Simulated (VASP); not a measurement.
```xyz
2
Lattice="1.7840 -3.0900 0.0000 1.7840 3.0900 0.0000 0.0000 0.0000 5.4532" Properties=species:S:1:pos:R:3 pbc="T T T"
Ho     1.7840     1.0300     1.3633
Ho     1.7840    -1.0300     4.0899
```

The numbers are results of SCAN meta-GGA, VASP's PBE PAW potentials (set 64) (plane waves; VASP), not measurements. Settings: 520 eV cut-off, 13×13×8 Γ-centred mesh, tetrahedra with Blöchl corrections, potentials Ho_3.

The 4f electrons are frozen in the core of the lanthanide potential, so 4f levels, which can set the real gap, and their magnetism are missing.

Problem. Predict the energy per atom (σ→0), band gap (over mesh and band path) with the smallest direct gap where there is one.

Solution. 
band gap (over mesh and band path): none (metal, semimetal or under 0.01 eV)
energy per atom (σ→0): -49.008 eV/atom

The compound is Ho in the hcp structure. It was relaxed first.
